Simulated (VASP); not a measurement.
Method: PBE GGA, VASP's PBE PAW potentials (set 64) (plane waves; VASP).

The input files of a VASP run:

KPOINTS:
```
Regular mesh
0
G
 7 7 2
```

**POSCAR**
```
WSe2
1
    1.6580233776    -2.8717803957     0.0000000000
    1.6580233776     2.8717803957     0.0000000000
   -0.0000000000    -0.0000000000    14.6015873530
W Se
2 4
Direct
  0.3333330000   0.6666670000   0.2500000000
  0.6666670000   0.3333330000   0.7500000000
  0.3333330000   0.6666670000   0.8654138940
  0.6666670000   0.3333330000   0.3654138940
  0.6666670000   0.3333330000   0.1345861060
  0.3333330000   0.6666670000   0.6345861060
```

### INCAR
```
! general
SYSTEM  = WSe2
PREC    = Accurate
ENCUT   = 520   ! plane-wave cut-off (eV)
LREAL   = F
LASPH   = T   ! aspherical one-centre terms

! electronic loop
EDIFF   = 1E-6   ! SCF stop (eV)
NELM    = 100   ! most electronic steps
ALGO    = Normal   ! blocked Davidson
LMAXMIX = 6

! smearing
ISMEAR  = 0   ! Gaussian
SIGMA   = 0.05

! functional
GGA     = PE   ! PBE

! ions
IBRION  = 2
NSW     = 60   ! most ionic steps
ISIF    = 3   ! ions, shape and volume
EDIFFG  = -0.02   ! ionic stop

! output
LWAVE   = F
LCHARG  = F
```

POTCAR, in this order: W_sv Se (PBE.64 set). Program: vasp_std.

Output of the run:

### OSZICAR
```
       N       E                     dE             d eps       ncg     rms          rms(c)
DAV:   1     0.505922112787E+03    0.50592E+03   -0.28218E+04  1128   0.160E+03
DAV:   2    -0.109652348883E+02   -0.51689E+03   -0.50518E+03  1189   0.414E+02
DAV:   3    -0.443800780686E+02   -0.33415E+02   -0.33129E+02  1230   0.957E+01
DAV:   4    -0.452651075055E+02   -0.88503E+00   -0.88249E+00  1235   0.160E+01
DAV:   5    -0.452882320980E+02   -0.23125E-01   -0.23116E-01  1290   0.247E+00    0.286E+01
DAV:   6    -0.436798929760E+02    0.16083E+01   -0.11821E+01  1138   0.187E+01    0.101E+01
DAV:   7    -0.434213874144E+02    0.25851E+00   -0.47429E+00  1149   0.909E+00    0.555E+00
DAV:   8    -0.432533632083E+02    0.16802E+00   -0.70493E-01  1347   0.473E+00    0.109E+00
DAV:   9    -0.432552414922E+02   -0.18783E-02   -0.61480E-02  1276   0.127E+00    0.760E-01
DAV:  10    -0.432545385019E+02    0.70299E-03   -0.18476E-02  1331   0.868E-01    0.187E-01
DAV:  11    -0.432544377522E+02    0.10075E-03   -0.25200E-03  1212   0.313E-01    0.137E-01
DAV:  12    -0.432544550105E+02   -0.17258E-04   -0.12490E-04  1256   0.575E-02    0.888E-02
DAV:  13    -0.432544777798E+02   -0.22769E-04   -0.13204E-04  1350   0.620E-02    0.572E-03
DAV:  14    -0.432544823399E+02   -0.45602E-05   -0.70491E-06  1088   0.156E-02    0.641E-03
DAV:  15    -0.432544829664E+02   -0.62645E-06   -0.64540E-07   815   0.468E-03
   1 F= -.43254483E+02 E0= -.43254483E+02  d E =-.432545E+02
       N       E                     dE             d eps       ncg     rms          rms(c)
DAV:   1    -0.432600145892E+02   -0.55322E-02   -0.16754E-01  1006   0.299E+00    0.440E-01
DAV:   2    -0.432564651798E+02    0.35494E-02   -0.10281E-02  1160   0.610E-01    0.176E-01
DAV:   3    -0.432554733172E+02    0.99186E-03   -0.24802E-03  1168   0.287E-01    0.113E-01
DAV:   4    -0.432554137464E+02    0.59571E-04   -0.15803E-04  1247   0.710E-02    0.429E-02
DAV:   5    -0.432553786923E+02    0.35054E-04   -0.13247E-04  1221   0.684E-02    0.219E-02
DAV:   6    -0.432553771929E+02    0.14994E-05   -0.14468E-05  1299   0.219E-02    0.729E-03
DAV:   7    -0.432553776510E+02   -0.45812E-06   -0.12790E-06   821   0.629E-03
   2 F= -.43255378E+02 E0= -.43255378E+02  d E =-.894685E-03
       N       E                     dE             d eps       ncg     rms          rms(c)
DAV:   1    -0.432553832669E+02   -0.60740E-05   -0.13587E-04  1090   0.849E-02    0.124E-02
DAV:   2    -0.432553803404E+02    0.29265E-05   -0.76400E-06  1146   0.174E-02    0.491E-03
DAV:   3    -0.432553796313E+02    0.70908E-06   -0.16831E-06   735   0.756E-03
   3 F= -.43255380E+02 E0= -.43255380E+02  d E =-.896665E-03
       N       E                     dE             d eps       ncg     rms          rms(c)
DAV:   1    -0.432553872556E+02   -0.69152E-05   -0.24635E-04  1069   0.115E-01    0.168E-02
DAV:   2    -0.432553810717E+02    0.61839E-05   -0.14965E-05  1174   0.238E-02    0.702E-03
DAV:   3    -0.432553795256E+02    0.15461E-05   -0.37290E-06   923   0.111E-02    0.472E-03
DAV:   4    -0.432553795336E+02   -0.79963E-08   -0.37553E-07   636   0.394E-03
   4 F= -.43255380E+02 E0= -.43255380E+02  d E =-.896567E-03
```

File OUTCAR:
```
------------------------ aborting loop because EDIFF is reached ----------------------------------------
  FORCE on cell =-STRESS in cart. coord.  units (eV):
  Direction    XX          YY          ZZ          XY          YZ          ZX
  --------------------------------------------------------------------------------------
  Total        0.0529254      0.0529254      0.1077415      0.0000000     -0.0000000      0.0000000
  in kB        0.6086661      0.6086660      1.2390760      0.0000000     -0.0000000      0.0000000
  external PRESSURE =       0.8188027 kB  Pullay stress =       0.0000000 kB
  volume of cell :      139.31
      direct lattice vectors                 reciprocal lattice vectors
     1.661053819 -2.877029272 -0.000000000     0.301013727 -0.173790376 -0.000000000
     1.661053819  2.877029272  0.000000000     0.301013727  0.173790376 -0.000000000
     0.000000000  0.000000000 14.575974249     0.000000000 -0.000000000  0.068606049
 POSITION                                       TOTAL-FORCE (eV/Angst)
 -----------------------------------------------------------------------------------
      1.66105      0.95901      3.64399         0.000000      0.000000      0.000000
      1.66105     -0.95901     10.93198        -0.000000     -0.000000      0.000000
      1.66105      0.95901     12.61198        -0.000000     -0.000000     -0.000381
      1.66105     -0.95901      5.32399        -0.000000      0.000000     -0.000381
      1.66105     -0.95901      1.96400        -0.000000      0.000000      0.000381
      1.66105      0.95901      9.25198         0.000000     -0.000000      0.000381
 -----------------------------------------------------------------------------------
    total drift:                               -0.000000      0.001113     -0.000034
  FREE ENERGIE OF THE ION-ELECTRON SYSTEM (eV)
  ---------------------------------------------------
  free  energy   TOTEN  =       -43.2553795336 eV

  energy  without entropy=      -43.2553795336  energy(sigma->0) =      -43.25537953

 reached required accuracy - stopping structural energy minimisation
```
(Selected blocks of OUTCAR.)

### CONTCAR
```
WSe2
   1.00000000000000
     1.6610538189860220   -2.8770292723161375   -0.0000000000000000
     1.6610538189860220    2.8770292723161375    0.0000000000000000
     0.0000000000000000    0.0000000000000000   14.5759742494956157
  W               Se
     2     4
Direct
     0.3333330000000032    0.6666669999999968    0.2500000000000000
     0.6666669999999968    0.3333330000000032    0.7500000000000000
     0.3333330000000032    0.6666669999999968    0.8652579782306836
     0.6666669999999968    0.3333330000000032    0.3652579782306835
     0.6666669999999968    0.3333330000000032    0.1347420217693165
     0.3333330000000032    0.6666669999999968    0.6347420217693164
```

Without a dispersion term in the relaxation, distances and binding between the weakly bound layers, chains or molecules are unreliable, and so is what depends on them.

The compound is WSe2 in the 2H layered structure. This run relaxes it. Symmetry was kept, so distortions that lower it aren't found. The start is the result of an earlier pass.
